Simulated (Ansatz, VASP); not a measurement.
# Li3SiS2 in VASP and in Ansatz

Contents of INCAR:

```
SYSTEM = Li3SiS2
ALGO = Normal
EDIFF = 1E-6
ENCUT = 520
GGA = PE
ISIF = 2
ISMEAR = 0
LASPH = .TRUE.
LCHARG = .FALSE.
LREAL = .FALSE.
LWAVE = .FALSE.
NBANDS = 22
NELM = 100
PREC = Accurate
SIGMA = 0.1
```

The input KPOINTS:

```
k-points
0
G
  4 4 4
  0 0 0
```

The input POSCAR:

```
Li3SiS2
1.0
    3.6885327800      2.1295753900      3.0116744000
   -3.6885327800      2.1295753900      3.0116744000
    0.0000000000     -4.2591507800      3.0116744000
Li Si S
3 1 2
Direct
    0.0000000000      0.5000000000      0.0000000000
    0.5000000000      0.0000000000      0.0000000000
    0.0000000000      0.0000000000      0.5000000000
    0.5000000000      0.5000000000      0.5000000000
    0.7500000000      0.7500000000      0.7500000000
    0.2500000000      0.2500000000      0.2500000000
```

Input for Ansatz:

```yaml
crystal:
  lattice:
    - [3.68853278, 2.12957539, 3.0116744]
    - [-3.68853278, 2.12957539, 3.0116744]
    - [0.0, -4.25915078, 3.0116744]
  atoms:
    - { symbol: Li, position: [0.0, 0.5, 0.0] }
    - { symbol: Li, position: [0.5, 0.0, 0.0] }
    - { symbol: Li, position: [0.0, 0.0, 0.5] }
    - { symbol: Si, position: [0.5, 0.5, 0.5] }
    - { symbol: S, position: [0.75, 0.75, 0.75] }
    - { symbol: S, position: [0.25, 0.25, 0.25] }
basis:
  ecutwfc: 420
kpoints:
  mp_grid: { grid: [4, 4, 4] }
hamiltonian:
  xc: pbe
scf:
  occupations: { method: gaussian, width: 0.1 }
  lower_state_search: "off"
output:
  forces: true
  stress: true
  eigenvalues: true
```

Alike in both runs: task single point; functional PBE; k mesh 4 × 4 × 4; occupations gaussian, width 0.1 eV; no spin polarisation.

```csv
,VASP,Ansatz
version,VASP 6.6.1,Ansatz 0.2.0
potentials or method,"VASP PAW PBE potentials, release 64 (Li_sv, Si, S)","scalar-relativistic, plane waves, PAW"
plane-wave cutoff (eV),520,420
valence electrons in the cell,25,25
```

```csv
,VASP,Ansatz,Ansatz less VASP
gap on the k mesh at the Fermi level (eV),none,none,-
rms of the force components (eV/Å),0.291,0.294,+0.0034
```

Atom by atom the forces differ by 0.003 eV/Å (rms over components). A gap of «none» marks a metal or a gap that the smearing closes.
